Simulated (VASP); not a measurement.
TiS2 (1T layered): the lattice constant a from VASP (plane waves, PAW) at several levels of theory. Static lattice.  The measured value holds thermal and zero-point effects that the static calculation lacks.

| level | lattice constant a (Å) | error against measurement |
|---|---|---|
| PBE-D3 (zero damping) | 3.397 | -0.3 % |
| optB88-vdW | 3.421 | +0.4 % |

Measured: 3.407 Å (as given by R.R. Chianelli et al., Materials Research Bulletin (1975), doi:10.1016/0025-5408(75)90100-2).

The cell of the PBE-D3 (zero damping) run:

```
TiS2
1.0
    1.69862    -2.94210     0.00000
    1.69862     2.94210     0.00000
    0.00000     0.00000     5.71825
Ti S
1 2
Direct
  0.00000   0.00000   0.00000
  0.33333   0.66667   0.24971
  0.66667   0.33333   0.75029
```

Only levels that ran to the end are used. Left out are those held back, those with too coarse a band path, GW runs whose mesh misses a band edge, hybrids' fits of cells that aren't cubic and levels without matching references; a question may draw on a part of the rest.

The compound is TiS2 in the 1T layered structure.
